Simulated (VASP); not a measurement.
Here is the system:

```
CELL_PARAMETERS angstrom
      0.00000     2.88718     2.88718
      2.88718     0.00000     2.88718
      2.88718     2.88718     0.00000
ATOMIC_POSITIONS crystal
  Al 0.25000 0.25000 0.25000
  Al 0.75000 0.75000 0.75000
  Pt 0.00000 0.00000 0.00000
```

These are PBEsol GGA, VASP's PBE PAW potentials (set 64) (plane waves; VASP) values and carry that method's errors. Numerical set-up: 500 eV cut-off, 9×9×9 Γ-centred mesh, first-order Methfessel-Paxton smearing of 0.10 eV, potentials Al Pt.

Energy and stress use the plane-wave basis of the starting cell.

Question: The ions, cell shape and volume at an external pressure of 20.0 GPa are relaxed. Give the cell that the relaxation ends in.

Answer: 
```
CELL_PARAMETERS angstrom
      0.00000     2.83977     2.83977
      2.83977     0.00000     2.83977
      2.83977     2.83977     0.00000
ATOMIC_POSITIONS crystal
  Al 0.25000 0.25000 0.25000
  Al 0.75000 0.75000 0.75000
  Pt 0.00000 0.00000 0.00000
```
Space group Fm-3m (225), at a tolerance of 0.03 Å.

Question: How do energy and volume change from the first to the last step?

Answer: The energy (σ→0) changes by +71.6 meV/atom and the volume by -4.8 %, in 4 ionic steps.

The compound is PtAl2 in the fluorite structure. This run relaxes it under an external pressure of 20 GPa. Symmetry was kept, so distortions that lower it aren't found.
